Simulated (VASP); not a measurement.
# YSn3 with and without spin-orbit coupling, part 2 of 4

What does spin-orbit coupling change in YSn3, and what does it cost? All runs use PBEsol. Left out of this account: 1 further run (fields: a reference on another mesh). The start is a computed cell from the Materials Project.

VASP 6.6.1, plane waves and PAW; the level of theory is named at each step.

Still holding for the runs below: This run has no spin polarisation. Its electron count is odd, so without a moment it is a metal by construction. The k-mesh is coarse for a metal.

So far. Step 2 (Band structure (PBEsol)): There is no gap at this level.

## (3) Band structure (PBEsol + SOC)

This step: PBEsol, spin-orbit coupling; plane waves and PAW (Y_sv, Sn_d) (VASP 6.6.1).

Levels along the symmetry lines show where the bands peak and cross; KPOINTS_OPT computes them in the converged potential. Spin-orbit coupling needs spinors and the noncollinear program, where each band holds one electron.

The input, INCAR:

```
SYSTEM = YSn3
PREC = Accurate
ENCUT = 400
EDIFF = 1E-06
NELM = 100
ISMEAR = -1
SIGMA = 0.05
LREAL = .FALSE.
ALGO = Normal
GGA = PS
LNONCOLLINEAR = .TRUE.
MAGMOM = 0 0 0 0 0 0 0 0 0 0 0 0
NBANDS = 64
GGA_COMPAT = .FALSE.
LASPH = .TRUE.
LSORBIT = .TRUE.
LMAXMIX = 4
LORBIT = 11
LWAVE = .FALSE.
LCHARG = .FALSE.
KPAR = 4
```

The input, POSCAR:

```
YSn3
1.0
    4.7003297500      0.0000000000      0.0000000000
    0.0000000000      4.7003297500      0.0000000000
    0.0000000000      0.0000000000      4.7003297500
Y Sn
1 3
Direct
    0.0000000000      0.0000000000      0.0000000000
    0.5000000000      0.5000000000      0.0000000000
    0.5000000000      0.0000000000      0.5000000000
    0.0000000000      0.5000000000      0.5000000000
```

The input, KPOINTS:

```
Automatic mesh
0
Gamma
6 6 6
0 0 0
```

The input, KPOINTS_OPT:

```
Line mode
16
Line-mode
Reciprocal
  0.00000000   0.00000000   0.00000000 GAMMA
  0.00000000   0.50000000   0.00000000 X

  0.00000000   0.50000000   0.00000000 X
  0.50000000   0.50000000   0.00000000 M

  0.50000000   0.50000000   0.00000000 M
  0.00000000   0.00000000   0.00000000 GAMMA

  0.00000000   0.00000000   0.00000000 GAMMA
  0.50000000   0.50000000   0.50000000 R

  0.50000000   0.50000000   0.50000000 R
  0.00000000   0.50000000   0.00000000 X

  0.50000000   0.50000000   0.00000000 M
  0.50000000   0.50000000   0.50000000 R
```

The projector-augmented-wave data sets are Y_sv and Sn_d (PBE family, release 64).

Started as:

```console
> mpirun -np 4 vasp_ncl
```

Log:

```text
[banner, memory and clock lines left out]
running    4 mpi-ranks, on    1 nodes
 distrk:  each k-point on    1 cores,    4 groups
 distr:  one band on    1 cores,    1 groups

 POSCAR found type information on POSCAR Y Sn
 POSCAR found :  2 types and       4 ions
 [... a notice as in an earlier step ...]

 LDA part: xc-table for (Slater+PW92), standard interpolation
 POSCAR, INCAR and KPOINTS ok, starting setup
 FFT: planning ... GRIDC
 FFT: planning ... GRID_SOFT
 FFT: planning ... GRID
 WAVECAR not read
 entering main loop
       N       E                     dE             d eps       ncg     rms          rms(c)
DAV:   1     0.577476569861E+03    0.57748E+03   -0.21736E+04  2736   0.213E+03
DAV:   2     0.731897099601E+02   -0.50429E+03   -0.49295E+03  2560   0.630E+02
DAV:   3    -0.153249181628E+02   -0.88515E+02   -0.86269E+02  2976   0.218E+02
DAV:   4    -0.221378239685E+02   -0.68129E+01   -0.66912E+01  3592   0.582E+01
DAV:   5    -0.224613737958E+02   -0.32355E+00   -0.32270E+00  4056   0.111E+01    0.218E+01
DAV:   6    -0.218837710029E+02    0.57760E+00   -0.10038E+00  3608   0.759E+00    0.145E+01
DAV:   7    -0.218128843327E+02    0.70887E-01   -0.11123E+00  3312   0.662E+00    0.551E+00
DAV:   8    -0.218046569575E+02    0.82274E-02   -0.11152E-01  3256   0.244E+00    0.196E+00
DAV:   9    -0.217979454343E+02    0.67115E-02   -0.93903E-02  3056   0.153E+00    0.645E-01
DAV:  10    -0.217963002769E+02    0.16452E-02   -0.23524E-02  3120   0.902E-01    0.311E-01
DAV:  11    -0.217959778936E+02    0.32238E-03   -0.21809E-03  3240   0.342E-01    0.109E-01
DAV:  12    -0.217960368895E+02   -0.58996E-04   -0.73136E-04  3560   0.112E-01    0.113E-01
DAV:  13    -0.217960120995E+02    0.24790E-04   -0.93275E-05  3224   0.664E-02    0.345E-02
DAV:  14    -0.217960119235E+02    0.17599E-06   -0.19238E-05  3240   0.200E-02    0.424E-03
DAV:  15    -0.217960124564E+02   -0.53287E-06   -0.13927E-06  2336   0.724E-03
   1 F= -.21796012E+02 E0= -.21785006E+02  d E =-.220125E-01  mag=    -0.0000     0.0000     0.0000
 Start KPOINTS_OPT (optional k-point list driver)
k-point batch [1-20\96]
       N       E                     dE             ncg
DAV:   1     0.160041779639E+04   -0.73509E+04     2696
DAV:   2    -0.847717105554E+04   -0.10078E+05     2560
DAV:   3    -0.102380357238E+05   -0.17609E+04     2984
DAV:   4    -0.103737324088E+05   -0.13570E+03     3600
DAV:   5    -0.103817390831E+05   -0.80067E+01     4104
DAV:   6    -0.103819528152E+05   -0.21373E+00     3856
DAV:   7    -0.103819690072E+05   -0.16192E-01     3976
DAV:   8    -0.103819707952E+05   -0.17880E-02     3864
DAV:   9    -0.103819712500E+05   -0.45479E-03     2632
DAV:  10    -0.103819713259E+05   -0.75856E-04     1920
DAV:  11    -0.103819713439E+05   -0.18033E-04     1856
DAV:  12    -0.103819713468E+05   -0.29169E-05     1800
DAV:  13    -0.103819713475E+05   -0.66452E-06     1808
[...]
k-point batch [81-96\96]
       N       E                     dE             ncg
DAV:   1     0.486156468267E+04   -0.20831E+05     2152
DAV:   2    -0.338315059034E+04   -0.82447E+04     2048
DAV:   3    -0.481963946742E+04   -0.14365E+04     2424
DAV:   4    -0.492512173840E+04   -0.10548E+03     2880
DAV:   5    -0.492947915009E+04   -0.43574E+01     3128
DAV:   6    -0.492958689055E+04   -0.10774E+00     3136
DAV:   7    -0.492959381062E+04   -0.69201E-02     3176
DAV:   8    -0.492959430136E+04   -0.49074E-03     3168
DAV:   9    -0.492959435555E+04   -0.54192E-04     2016
DAV:  10    -0.492959436034E+04   -0.47903E-05     1632
DAV:  11    -0.492959436091E+04   -0.56674E-06     1528
```

Elapsed: 4.3 min, on 4 MPI ranks of Intel Xeon Platinum 8375C at 2.90GHz (Ice Lake), shared host; peak memory 1.9 GiB.

OUTCAR, selected parts (step 3):

```text
The static configuration has the point symmetry O_h .

 Found     20 irreducible k-points:

   k-points           NKPTS =     20   k-points in BZ     NKDIM =     20   number of bands    NBANDS=     64

   NELECT =      53.0000    total number of electrons

 E-fermi :   7.6625

 k-point     1 :       0.0000    0.0000    0.0000
  band No.  band energies     occupation
    ...
     46       4.5702      1.00000
     47       4.5702      1.00000
     48       4.5702      1.00000
     49       4.7112      1.00000
     50       4.7112      1.00000
     51       8.9315      0.00000
     52       8.9315      0.00000
     53       8.9315      0.00000
     54       8.9315      0.00000
     55       8.9567      0.00000
    ...

 k-point     2 :       0.1667    0.0000    0.0000
  band No.  band energies     occupation
    ...
     46       4.6345      1.00000
     47       4.7528      1.00000
     48       4.7528      1.00000
     49       5.3643      1.00000
     50       5.3643      1.00000
     51       7.7193      0.24328
     52       7.7193      0.24328
     53       8.0598      0.00035
     54       8.0598      0.00035
     55       8.2172      0.00002
    ...

  Total       -1.2973464     -1.2973464     -1.2973464      0.0000000      0.0000000     -0.0000000
  in kB      -20.0161969    -20.0161969    -20.0161969      0.0000000      0.0000000     -0.0000000
  external PRESSURE =     -20.0161969 kB  Pullay stress =       0.0000000 kB

  FREE ENERGIE OF THE ION-ELECTRON SYSTEM (eV)
  ---------------------------------------------------
  free  energy   TOTEN  =       -21.7960124564 eV

  energy  without entropy=      -21.7739999948  energy(sigma->0) =      -21.78500623

 Spin-Orbit-Coupling matrix elements
 Ion:    1  E_soc:     -0.1007313
 Ion:    2  E_soc:     -0.1132371
 Ion:    3  E_soc:     -0.1132371
 Ion:    4  E_soc:     -0.1132371

 total charge
# of ion       s       p       d       f       tot
--------------------------------------------------
    1        2.171   6.223   1.001   0.028   9.423
    2        1.234   1.049   9.975   0.000  12.257
    3        1.234   1.049   9.975   0.000  12.257
    4        1.234   1.049   9.975   0.000  12.257
--------------------------------------------------
tot          5.873   9.368  30.925   0.028  46.195

 magnetization (x)
# of ion       s       p       d       f       tot
--------------------------------------------------
    1       -0.000  -0.000   0.000  -0.000  -0.000
    2       -0.000  -0.000   0.000   0.000  -0.000
    3        0.000   0.000  -0.000   0.000   0.000
    4        0.000   0.000  -0.000   0.000  -0.000
--------------------------------------------------
tot         -0.000  -0.000   0.000  -0.000  -0.000

 magnetization (y)
# of ion       s       p       d       f       tot
--------------------------------------------------
    1       -0.000   0.000  -0.000  -0.000   0.000
    2       -0.000  -0.000  -0.000   0.000  -0.000
    3       -0.000  -0.000   0.000   0.000  -0.000
    4        0.000   0.000   0.000   0.000   0.000
--------------------------------------------------
tot         -0.000   0.000  -0.000  -0.000   0.000

 magnetization (z)
# of ion       s       p       d       f       tot
--------------------------------------------------
    1       -0.000   0.000  -0.000  -0.000  -0.000
    2       -0.000   0.000   0.000   0.000  -0.000
    3       -0.000   0.000   0.000   0.000  -0.000
    4       -0.000  -0.000   0.000   0.000  -0.000
--------------------------------------------------
tot         -0.000   0.000  -0.000  -0.000  -0.000

[... 8 parts as in an earlier step ...]

[... 5 further parts left out ...]
```

Numbers from this step:

```yaml
electronic_steps: 15
bands: 64
free_energy_toten: -21.80 eV
energy_at_zero_smearing: -21.79 eV
fermi_energy: 7.662 eV
pressure: -2.002 GPa
```

On-site spin-orbit energy by atom:

```tsv
atom	on-site spin-orbit energy (eV)
Y1	-0.101
Sn2	-0.113
Sn3	-0.113
Sn4	-0.113
```

The electronic bands at the labelled points (eV, zero at the Fermi level; # counts the bands kept, so #1 is VASP's band 39):

```tsv
point	#13	#14	#15	#16	#17	#18	#19	#20
Γ	1.27	1.27	1.27	1.27	1.29	1.29	1.31	1.31
0.47 of the way	-0.57	-0.57	0.08	0.08	0.28	0.28	1.34	1.34
X	-0.51	-0.51	-0.15	-0.15	-0.06	-0.06	0.68	0.68
0.53 of the way	-1.13	-1.13	-0.53	-0.53	0.70	0.70	1.18	1.18
M	-0.78	-0.78	-0.14	-0.14	0.51	0.51	0.65	0.65
0.47 of the way	-0.80	-0.80	0.23	0.23	0.59	0.59	1.20	1.20
Γ	1.27	1.27	1.27	1.27	1.29	1.29	1.31	1.31
0.53 of the way	-1.02	-1.02	0.56	0.56	0.59	0.59	1.75	1.75
R	-3.57	-3.57	0.66	0.66	2.36	2.36	2.36	2.36
0.47 of the way	-1.65	-1.65	1.04	1.04	1.32	1.32	1.80	1.80
X	-0.51	-0.51	-0.15	-0.15	-0.06	-0.06	0.68	0.68
jump to M	-0.78	-0.78	-0.14	-0.14	0.51	0.51	0.65	0.65
0.53 of the way	-2.88	-2.88	1.49	1.49	2.07	2.07	2.27	2.27
R	-3.57	-3.57	0.66	0.66	2.36	2.36	2.36	2.36
```

Of the projections kept (Y, Sn), the largest for each band there; the rest of the weight can lie on other orbitals:

```tsv
point	#13	#14	#15	#16	#17	#18	#19	#20
Γ	Y 0.90	Y 0.90	Y 0.90	Y 0.90	Y 0.55	Y 0.55	Y 0.90	Y 0.90
X	Sn 0.77	Sn 0.77	Sn 0.77	Sn 0.77	Sn 0.68	Sn 0.68	Sn 0.86	Sn 0.86
M	Sn 0.94	Sn 0.94	Sn 0.97	Sn 0.97	Sn 0.83	Sn 0.83	Sn 0.79	Sn 0.79
Γ	Y 0.90	Y 0.90	Y 0.90	Y 0.90	Y 0.55	Y 0.55	Y 0.90	Y 0.90
R	Sn 0.71	Sn 0.71	Y 0.76	Y 0.76	Y 0.97	Y 0.97	Y 0.97	Y 0.97
X	Sn 0.77	Sn 0.77	Sn 0.77	Sn 0.77	Sn 0.68	Sn 0.68	Sn 0.86	Sn 0.86
```

There is no gap at this level. Without the coupling there was no gap either. The run took 4.6 times the core time, with 64 spinor bands against 40.

Of the bands kept, 6 cross the Fermi level on this path (spinor bands, one electron each).

## (4) Total and projected DOS (PBEsol)

This step: PBEsol; plane waves and PAW (Y_sv, Sn_d) (VASP 6.6.1).

Here the states are counted by energy and projected on the atoms.

The input, INCAR:

```
SYSTEM = YSn3
PREC = Accurate
ENCUT = 400
EDIFF = 1E-06
NELM = 100
ISMEAR = -5
SIGMA = 0.05
LREAL = .FALSE.
ALGO = Normal
GGA = PS
NBANDS = 40
LASPH = .TRUE.
LORBIT = 11
LWAVE = .FALSE.
LCHARG = .FALSE.
KPAR = 4
NEDOS = 2001
```

POSCAR is that of step 3.

KPOINTS is that of step 3.

Started as:

```console
> mpirun -np 4 vasp_std
```

Log:

```text
[... set-up lines as in an earlier step ...]
 entering main loop
       N       E                     dE             d eps       ncg     rms          rms(c)
DAV:   1     0.485853568156E+03    0.48585E+03   -0.22013E+04  1720   0.169E+03
DAV:   2     0.449722551740E+02   -0.44088E+03   -0.42589E+03  1600   0.491E+02
DAV:   3    -0.190286807803E+02   -0.64001E+02   -0.63082E+02  1864   0.152E+02
DAV:   4    -0.221526959601E+02   -0.31240E+01   -0.31038E+01  2288   0.350E+01
DAV:   5    -0.222790270742E+02   -0.12633E+00   -0.12633E+00  2096   0.652E+00    0.212E+01
DAV:   6    -0.217056215884E+02    0.57341E+00   -0.46974E-01  2288   0.660E+00    0.141E+01
DAV:   7    -0.216372344694E+02    0.68387E-01   -0.85957E-01  1976   0.522E+00    0.352E+00
DAV:   8    -0.216238041034E+02    0.13430E-01   -0.31302E-01  1808   0.267E+00    0.804E-01
DAV:   9    -0.216095416827E+02    0.14262E-01   -0.62828E-02  1976   0.126E+00    0.304E-01
DAV:  10    -0.216090457627E+02    0.49592E-03   -0.61114E-03  1912   0.460E-01    0.199E-01
DAV:  11    -0.216090642299E+02   -0.18467E-04   -0.11742E-03  1968   0.144E-01    0.214E-01
DAV:  12    -0.216090082521E+02    0.55978E-04   -0.57324E-05  2024   0.594E-02    0.650E-02
DAV:  13    -0.216089770495E+02    0.31203E-04   -0.17012E-05  2000   0.188E-02    0.155E-02
DAV:  14    -0.216089710212E+02    0.60284E-05   -0.17816E-06  1504   0.664E-03    0.110E-02
DAV:  15    -0.216089665589E+02    0.44623E-05   -0.56758E-07  1176   0.377E-03    0.129E-03
DAV:  16    -0.216089683152E+02   -0.17563E-05   -0.16554E-07  1016   0.233E-03    0.132E-03
DAV:  17    -0.216089687353E+02   -0.42006E-06   -0.43162E-08   936   0.130E-03
   1 F= -.21608969E+02 E0= -.21608969E+02  d E =0.000000E+00
 -----------------------------------------------------------------------------
|                                                                             |
|           W    W    AA    RRRRR   N    N  II  N    N   GGGG   !!!           |
|           W    W   A  A   R    R  NN   N  II  NN   N  G    G  !!!           |
|           W    W  A    A  R    R  N N  N  II  N N  N  G       !!!           |
|           W WW W  AAAAAA  RRRRR   N  N N  II  N  N N  G  GGG   !            |
|           WW  WW  A    A  R   R   N   NN  II  N   NN  G    G                |
|           W    W  A    A  R    R  N    N  II  N    N   GGGG   !!!           |
|                                                                             |
|     Tetrahedron method does not include variations of the Fermi             |
|     occupations, so forces and stress will be inaccurate. We suggest        |
|     using a different smearing scheme ISMEAR = 1 or 2 for metals in         |
|     relaxations.                                                            |
|                                                                             |
 -----------------------------------------------------------------------------
```

Elapsed: 19 s, on 4 MPI ranks; peak memory 0.83 GiB; 72 s of CPU time.

OUTCAR, selected parts (step 4):

```text
The static configuration has the point symmetry O_h .

 Found     20 irreducible k-points:

   NELECT =      53.0000    total number of electrons

 E-fermi :   7.7248

 k-point     1 :       0.0000    0.0000    0.0000
  band No.  band energies     occupation
    ...
     21       2.4171      2.00000
     22       2.4171      2.00000
     23       4.6305      2.00000
     24       4.6305      2.00000
     25       4.6305      2.00000
     26       8.9511     -0.32272
     27       8.9511     -0.28991
     28       8.9511      0.00000
     29       8.9556      0.00000
     30       9.5523      0.00000
    ...

 k-point     2 :       0.1667    0.0000    0.0000
  band No.  band energies     occupation
    ...
     22       2.5516      2.00000
     23       4.7100      2.00000
     24       4.7100      2.00000
     25       5.3714      2.00000
     26       7.7240      1.77321
     27       8.1414      0.09307
     28       8.1414     -0.01483
     29       8.9834      0.00000
     30       9.4787      0.00000
     31       9.8970      0.00000
    ...

  Total       -1.3927766     -1.3927766     -1.3927766      0.0000000     -0.0000000      0.0000000
  in kB      -21.4885470    -21.4885470    -21.4885470      0.0000000     -0.0000000      0.0000000
  external PRESSURE =     -21.4885470 kB  Pullay stress =       0.0000000 kB

  FREE ENERGIE OF THE ION-ELECTRON SYSTEM (eV)
  ---------------------------------------------------
  free  energy   TOTEN  =       -21.6089687353 eV

  energy  without entropy=      -21.6089687353  energy(sigma->0) =      -21.60896874

 total charge
# of ion       s       p       d       f       tot
--------------------------------------------------
    1        2.168   6.216   1.004   0.028   9.415
    2        1.234   1.048   9.974   0.000  12.256
    3        1.234   1.048   9.974   0.000  12.256
    4        1.234   1.048   9.974   0.000  12.256
--------------------------------------------------
tot          5.869   9.361  30.927   0.028  46.184

[... 9 parts as in an earlier step ...]

[... 5 further parts left out ...]
```

At this level the cell is under a tension of 2.1 GPa, so at these settings it is away from equilibrium. With tetrahedra the forces and stress of a metal are not exact derivatives of the energy.

Numbers from this step:

```yaml
electronic_steps: 17
bands: 40
free_energy_toten: -21.61 eV
fermi_energy: 7.725 eV
pressure: -2.149 GPa
dos_at_the_fermi_level: 2.323 states/eV/cell
```

The density of states has structure finer than the step of the table below, so its rows give means over 0.5 eV, whole bins alone (the curve runs from -12.0 to 1.77 eV). Peaks (eV: height): total -2.76: 3.51, -2.06: 3.37, -1.02: 3.47, 1.33: 4.42; Sn p -2.76: 1.18, -2.06: 0.997, -1.02: 1.06, 0.63: 0.855; Y d -2.06: 0.429, -1.02: 0.446, 1.42: 1.65; Sn s -9.37: 0.615, -7.37: 1.39, -6.76: 1.17, -1.02: 0.328; Y p -7.37: 0.0594, -3.02: 0.132, -1.02: 0.0699, 1.24: 0.0854.

States under -12.0 eV and over 1.8 eV are left out. Density of states against energy, zero at the Fermi level; means over each step; values in states/eV/cell:

```tsv
energy (eV)	total	Sn p	Y d	Sn s	Y p	Sn d	Y s
-11.5	0	0	0	0	0	0	0
-11.0	0.00862	3.8e-5	0	0.00439	3.3e-5	0	2.2e-4
-10.5	0.329	0.00445	1.3e-4	0.166	0.00275	2.0e-4	0.00706
-10.0	0.684	0.0171	0.00103	0.345	0.0105	8.8e-4	0.0107
-9.5	1.10	0.0393	0.00428	0.555	0.0238	0.00225	0.00936
-9.0	1.01	0.0466	0.00927	0.508	0.0209	0.00289	0.00449
-8.5	0.708	0.0399	0.0112	0.354	0.0106	0.00293	0.00355
-8.0	1.07	0.0619	0.0119	0.535	0.0198	0.00606	0.0142
-7.5	2.23	0.109	0.0302	1.18	0.0518	0.0191	0.0164
-7.0	1.65	0.0819	0.0391	0.905	0.0261	0.0164	0.00523
-6.5	1.24	0.0777	0.0336	0.674	0.0140	0.0105	0.00452
-6.0	1.09	0.0674	0.0330	0.611	0.00970	0.00963	0.00293
-5.5	0.724	0.0343	0.0229	0.434	0.00416	0.00712	0.00119
-5.0	0.156	0.00791	0.00406	0.0960	6.3e-4	0.00130	2.3e-4
-4.5	0.392	0.132	0.0105	0.0144	0.00682	0.00304	0.0150
-4.0	1.57	0.514	0.0630	0.0634	0.0340	0.0151	0.0636
-3.5	1.64	0.552	0.0895	0.0562	0.0652	0.0186	0.0391
-3.0	2.76	0.947	0.204	0.0891	0.114	0.0376	0.0279
-2.5	2.84	0.920	0.289	0.132	0.0986	0.0491	0.0248
-2.0	2.77	0.828	0.354	0.169	0.0745	0.0597	0.0291
-1.5	1.23	0.377	0.149	0.0889	0.0287	0.0283	0.00818
-1.0	2.44	0.729	0.324	0.225	0.0482	0.0609	0.0258
-0.5	1.29	0.378	0.191	0.0989	0.0423	0.0358	0.0164
0.0	2.09	0.580	0.348	0.179	0.0516	0.0625	0.0314
0.5	2.52	0.669	0.488	0.162	0.0568	0.0888	0.0465
1.0	3.05	0.657	0.842	0.185	0.0757	0.0975	0.0930
1.5	3.62	0.482	1.48	0.139	0.0620	0.146	0.108
```

Of the states within 0.3 eV of the Fermi level, the largest shares in the PAW spheres are Sn p 28 %, Y d 17 % and Sn s 8 %. The rest lies in smaller channels or between the spheres.

(Continued in part 3 of 4.)

[Lines on the potential files, build, host, timing and source positions are cut from VASP's logs without a mark.]

[Logs are printed without paths, hosts, clocks, repeated set-up lines and the standing remarks that a program may print on its own settings, such as how far it seeks lower states.]

[Hosts, paths, dates, database ids (printed as entryN), source tags and the programs' standing remarks are cut or masked in the printed files.]

[A measured line is paired with the nearest computed mode of its activity, which favours agreement.]
